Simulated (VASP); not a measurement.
Shape and ions are relaxed at each volume.

Data:

```cif
data_Co2
_chemical_formula_sum 'Co2'
_space_group_name_H-M_alt 'P 1'
_space_group_IT_number 1
_cell_length_a 2.45261
_cell_length_b 2.45261
_cell_length_c 3.95562
_cell_angle_alpha 90.000
_cell_angle_beta 90.000
_cell_angle_gamma 120.000
loop_
_space_group_symop_operation_xyz
  'x, y, z'
loop_
_atom_site_label
_atom_site_type_symbol
_atom_site_fract_x
_atom_site_fract_y
_atom_site_fract_z
_atom_site_occupancy
Co1 Co 0.33333 0.66667 0.25000 1
Co2 Co 0.66667 0.33333 0.75000 1
```
Starting moments (μB, in the order of the record's atoms Co Co): 1.6 1.6.

These are AM05 GGA, VASP's PBE PAW potentials (set 64) (plane waves; VASP) values and carry that method's errors. Settings: 520 eV cut-off, 17×17×9 Γ-centred mesh, first-order Methfessel-Paxton smearing of 0.10 eV, potentials Co.

Question: Give the energy at these volumes per atom, relative to the lowest: 9.68, 9.99, 10.30, 10.61, 10.92 Å³.

Answer: 31.8, 7.6, 0.0, 6.6, 24.9 meV/atom. A third-order Birch-Murnaghan fit gives B0 = 242 GPa and B0′ = 4.7.

Measured: bulk modulus 193 GPa at 0 K (computed value off by +25.3 %), as given by Vázquez-Parga, Fernández-Martínez, Viñes, J. Chem. Theory Comput. (2023), doi:10.1021/acs.jctc.3c00612, Supporting … [zero-point energy and finite temperature contributions removed].

The compound is Co in the hcp structure. It was relaxed first, which changed the volume by -7 %.
